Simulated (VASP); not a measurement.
Level of theory: PBE GGA, VASP's PBE PAW potentials (set 64) (plane waves; VASP).

A VASP calculation is set up with these files.

**POSCAR**
```
AuZn
1
    3.1968130000     0.0000000000     0.0000000000
    0.0000000000     3.0925390000     0.0000000000
    0.0000000000     0.0000000000     3.2034120000
Zn Au
1 1
Direct
  0.5000000000   0.5000000000   0.5000000000
  0.0251430000   0.0000000000   0.0000000000
```

**KPOINTS**
```
Automatic mesh
0
Gamma
10 11 10
0 0 0
```

**INCAR**
```
SYSTEM  =  AuZn
PREC  =  Accurate; ENCUT  =  400; LREAL  =  .FALSE.
LASPH  =  .TRUE.
EDIFF  =  1E-5; NELM  =  100; ALGO  =  Normal
LMAXMIX  =  6
ISMEAR  =  1; SIGMA  =  0.1
GGA  =  PE
ISIF  =  2
LWAVE  =  .FALSE.; LCHARG  =  .FALSE.
```

POTCAR, in this order: Zn Au (PBE.64 set). Program: vasp_std.

What will the output report for the number of irreducible k-points (NKPTS), number of bands (NBANDS), largest plane-wave count, number of space-group operations, FFT grid (NGX, NGY, NGZ)?

| Quantity | Result |
|---|---|
| number of irreducible k-points (NKPTS) | 216 |
| number of bands (NBANDS) | 15 |
| largest plane-wave count | 595 |
| number of space-group operations | 4 |
| FFT grid (NGX, NGY, NGZ) | 24 × 20 × 24 |

The compound is AuZn in the CsCl type structure. The cell was not relaxed at this level, atoms are displaced from their ideal sites. The run is one of a series of settings (EDIFF = 1E-5 against the base run), some of them coarse on purpose. The electron count is odd and the run is not spin-polarised, which forces a metal.
